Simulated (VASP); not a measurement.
Given:

```yaml
crystal:
  lattice:
    - [4.18000, 2.09000, 2.09000]
    - [2.09000, 4.18000, 2.09000]
    - [2.09000, 2.09000, 4.18000]
  atoms:
    - { symbol: Ni, position: [0.00000, 0.00000, 0.00000], spin: 2.0 }
    - { symbol: Ni, position: [0.50000, 0.50000, 0.50000], spin: -2.0 }
    - { symbol: O, position: [0.25000, 0.25000, 0.25000] }
    - { symbol: O, position: [0.75000, 0.75000, 0.75000] }
```

All values below come from PBE GGA + U (Dudarev), VASP's PBE PAW potentials (set 64) (plane waves; VASP 6.6.1). Run with 520 eV cut-off, 8×8×8 Γ-centred mesh, Gaussian smearing of 0.050 eV, potentials Ni O, U − J: Ni 4.00 eV.

Predict the cell moment, energy per atom (σ→0), pressure.

```json
{
  "cell_moment": "0.00 μB",
  "energy per atom (σ→0)": "-5.318 eV/atom",
  "pressure": "1.56 GPa"
}
```

Give the moment on each site (PAW-sphere projection).

```csv
site,moment (μB)
Ni1,1.64
Ni2,-1.64
O3,0.00
O4,0.00
```

Only differences to runs with the same potentials and settings are physical.

The compound is NiO in the rock salt, AFM-II order structure. The cell was not relaxed at this level. The run is one of a series of settings (LDAU = .TRUE., LDAUJ = 0 0, LDAUL = 2 -1, LDAUTYPE = 2, LDAUU = 4.0 0 against the base run), some of them coarse on purpose.
